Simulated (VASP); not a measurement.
```
CELL_PARAMETERS angstrom
      0.00000     2.51147     2.51147
      2.51147     0.00000     2.51147
      2.51147     2.51147     0.00000
ATOMIC_POSITIONS crystal
  Li 0.25000 0.25000 0.25000
  Li 0.75000 0.75000 0.75000
  S  0.00000 0.00000 0.00000
```

Level of theory: PBEsol GGA, VASP's PBE PAW potentials (set 64) (plane waves; VASP 6.6.1). Run with 620 eV cut-off, 8×8×8 Γ-centred mesh, Gaussian smearing of 0.050 eV, potentials Li_sv S.

**Question.** What does the run give for the energy per atom (σ→0), pressure, band gap (on the k-mesh) with the smallest direct gap where there is one?

**Answer.** 
The band gap (on the k-mesh) is 2.70 eV. The smallest direct gap (on the k-mesh) is 5.12 eV and the energy per atom (σ→0) is -3.803 eV/atom. The pressure comes out as 30.11 GPa.

Total energies compare only between runs with the same potentials, cut-off and functional.

The compound is Li2S in the antifluorite structure. It was relaxed first under an external pressure of 30 GPa.
